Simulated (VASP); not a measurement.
Here is the system:

```
MoTe2
1.0
    1.77091    -3.06730     0.00000
    1.77091     3.06730     0.00000
    0.00000     0.00000    14.03331
Te Mo
4 2
Direct
  0.33333   0.66667   0.88074
  0.66667   0.33333   0.38074
  0.66667   0.33333   0.11926
  0.33333   0.66667   0.61926
  0.33333   0.66667   0.25000
  0.66667   0.33333   0.75000
```

Level of theory: LDA (Ceperley-Alder, Perdew-Zunger), VASP's LDA PAW potentials (set 64) (plane waves; VASP). Numerical set-up: 520 eV cut-off, 7×7×2 Γ-centred mesh, Gaussian smearing of 0.050 eV, potentials Te Mo_sv.

Question: The ions and cell shape at fixed volume are relaxed. Which structure does the run end with?

Answer: 
```
MoTe2
1.0
    1.74899    -3.02934     0.00000
    1.74899     3.02934     0.00000
    0.00000     0.00000    14.38723
Te Mo
4 2
Direct
  0.33333   0.66667   0.87475
  0.66667   0.33333   0.37475
  0.66667   0.33333   0.12525
  0.33333   0.66667   0.62525
  0.33333   0.66667   0.25000
  0.66667   0.33333   0.75000
```
Space group P6_3/mmc (194), at a tolerance of 0.03 Å.

Question: How much energy does the relaxation gain?

Answer: The energy (σ→0) changes by -18.9 meV/atom, in 8 ionic steps.

The compound is MoTe2 in the 2H layered structure. This cell is one point of a volume scan, at 1.06 of the reference volume. Symmetry was kept, so distortions that lower it aren't found.
